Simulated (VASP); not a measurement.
Computed with PBEsol GGA, VASP's PBE PAW potentials (set 64) (plane waves; VASP 6.6.1).

VASP ran on this input.

INCAR:
```
SYSTEM=InAs
PREC=Accurate; ENCUT=400; LREAL=F
LASPH=T
EDIFF=1E-6; NELM=100; ALGO=Normal
LMAXMIX=4
ISMEAR=1; SIGMA=0.1
GGA=PS
IBRION=2; NSW=60; ISIF=3
EDIFFG=-0.01
LWAVE=F; LCHARG=F
```

POSCAR:
```
InAs
1
    0.0000000000     3.0448413697     3.0448413697
    3.0448413697     0.0000000000     3.0448413697
    3.0448413697     3.0448413697    -0.0000000000
In As
1 1
Direct
  0.0000000000   0.0000000000   0.0000000000
  0.2500000000   0.2500000000   0.2500000000
```

**KPOINTS**
```
Automatic mesh
0
Gamma
9 9 9
0 0 0
```

POTCAR, in this order: In_d As (PBE.64 set). Program: vasp_std.

Unless said otherwise, spin-orbit coupling is left out, though it shifts the bands of the heavy elements here.

Task: Predict the energy per atom (σ→0), band gap (on the k-mesh).

Result: 
```yaml
energy per atom (σ→0): -409.5 kJ/mol-atom
band gap (on the k-mesh): none (metal, semimetal or under 0.01 eV)
```

File OSZICAR:
```
...
DAV:   6    -0.851977202742E+01    0.25922E+00   -0.45797E-01  1351   0.136E+01    0.238E+00
DAV:   7    -0.848990080462E+01    0.29871E-01   -0.12847E-01  1283   0.387E+00    0.671E-01
DAV:   8    -0.848825954229E+01    0.16413E-02   -0.12767E-02  1114   0.164E+00    0.208E-01
DAV:   9    -0.848851104539E+01   -0.25150E-03   -0.10847E-03  1125   0.419E-01    0.113E-01
DAV:  10    -0.848855845984E+01   -0.47414E-04   -0.12241E-04  1392   0.143E-01    0.765E-02
DAV:  11    -0.848857427982E+01   -0.15820E-04   -0.53288E-05  1020   0.104E-01    0.476E-02
DAV:  12    -0.848857438077E+01   -0.10095E-06   -0.56037E-06   985   0.202E-02
   1 F= -.84885744E+01 E0= -.84886498E+01  d E =-.848857E+01
```

The structure was generated: InAs was put into the zinc blende type (F-43m), which need not be its known phase. It was relaxed first. The start is the result of an earlier pass.
